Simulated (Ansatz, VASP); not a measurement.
## Sr3ZnGa2: VASP beside Ansatz

```
Sr Zn Ga
1.0
     7.99287    0.00000    0.00000
    -3.99643    6.92203    0.00000
     0.00000    0.00000    4.56533
Sr Zn Ga
3 1 2
Direct
  0.50000 0.00000 0.50000
  0.50000 0.50000 0.50000
  0.00000 0.50000 0.50000
  0.00000 0.00000 0.00000
  0.33333 0.66667 0.00000
  0.66667 0.33333 0.00000
```

Alike in both runs: functional PBE; k mesh 3 × 3 × 4; occupations gaussian, width 0.1 eV; no spin polarisation.

Ansatz relaxed the structure, and its values are those at the end. VASP's run is a single point on that final structure, the one shown.

|  | VASP | Ansatz |
| --- | --- | --- |
| version | VASP 6.6.1 | Ansatz 0.2.0 |
| potentials or method | VASP PAW PBE potentials, release 64 (Sr_sv, Zn, Ga_d) | scalar-relativistic, plane waves, PAW |
| plane-wave cutoff (eV) | 520 | 420 |
| valence electrons in the cell | 68 | 68 |

```tsv
	VASP	Ansatz	Ansatz less VASP
gap on the k mesh at the Fermi level (eV)	none	none	-
pressure (GPa)	0.0	0.0	-0.04
```

A gap of «none» marks a metal or a gap that the smearing closes. With one functional, cell and mesh, what is left measures potentials, basis and numerics.
